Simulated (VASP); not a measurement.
The system is Be3Te2Se.

```
Be Te Se
1.0
    -1.94948    5.84461    2.75031
     1.94948   -5.84461    2.75031
     1.94948    5.84461   -2.75031
Be Te Se
3 2 1
Direct
  0.60630 0.76305 0.84325
  0.91980 0.76305 0.15675
  0.22458 0.72458 0.50000
  0.66446 0.99952 0.66494
  0.33458 0.99952 0.33506
  0.00002 0.00002 0.00000
```

The cell was built by a generator and needn't be a form met in nature.

Base run:

* Program: VASP 6.6.1
* Functional: PBE
* Potentials or basis: VASP PAW PBE potentials, release 64 (Be, Te, Se)
* Cutoff: 520 eV
* k mesh: 8 × 8 × 8
* Occupations: gaussian, width 0.03 eV
* Spin: no spin polarisation

Its results: band gap on the k mesh 1.94 eV, indirect (least direct gap 2.09 eV).

Task: The run is repeated on the same cell with these changes: functional from PBE to PBEsol. What comes out?

Result: Band gap on the k mesh 1.82 eV, indirect (least direct gap 1.97 eV).

Caveats: spin-orbit coupling is left out, which moves the levels of the heavy elements.
